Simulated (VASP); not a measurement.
Crystal: Pt.

```
Pt
1.0
     0.00000    1.96090    1.96090
     1.96090    0.00000    1.96090
     1.96090    1.96090    0.00000
Pt
1
Cartesian
  0.0000 0.0000 0.0000
```

```yaml
Program: VASP 6.6.1
Task: relaxation of cell and atoms
Functional: PBE
Potentials_or_basis: VASP PAW PBE potentials, release 64 (Pt)
Cutoff: 520 eV
k_mesh: 18 × 18 × 18
Occupations: gaussian, width 0.1 eV
Spin: no spin polarisation
```

At the start: pressure 9.5 GPa; volume 15.08 Å³/atom.

Where does the relaxation end?

Over 17 steps the energy falls by 15.2 meV/atom and the volume is 15.61 Å³/atom (+3.5 %); space group Fm-3m (No. 225, to 0.05 Å).

The path:
```csv
step,energy change (eV),largest force (eV/Å),pressure (GPa),volume (Å³)
1,0.0000,0.0000,9.52,15.08
2,0.0772,0.0000,-17.80,17.12
3,-0.0152,0.0000,-0.33,15.63
4,-0.0152,0.0000,-0.03,15.62
5,-0.0152,0.0000,0.14,15.60
6,-0.0152,0.0000,0.14,15.60
7,-0.0152,0.0000,0.11,15.61
8,-0.0152,0.0000,0.12,15.61
9,-0.0152,0.0000,0.11,15.61
10,-0.0152,0.0000,0.12,15.61
11,-0.0152,0.0000,0.11,15.61
12,-0.0152,0.0000,0.11,15.61
13,-0.0152,0.0000,0.09,15.61
14,-0.0152,0.0000,0.07,15.61
15,-0.0152,0.0000,0.04,15.61
16,-0.0152,0.0000,-0.05,15.62
17,-0.0152,0.0000,0.00,15.61
```

Final structure:
```xyz
1
Lattice="0.0000 1.9838 1.9838 1.9838 0.0000 1.9838 1.9838 1.9838 0.0000" Properties=species:S:1:pos:R:3 pbc="T T T"
Pt    0.0000    0.0000    0.0000
```
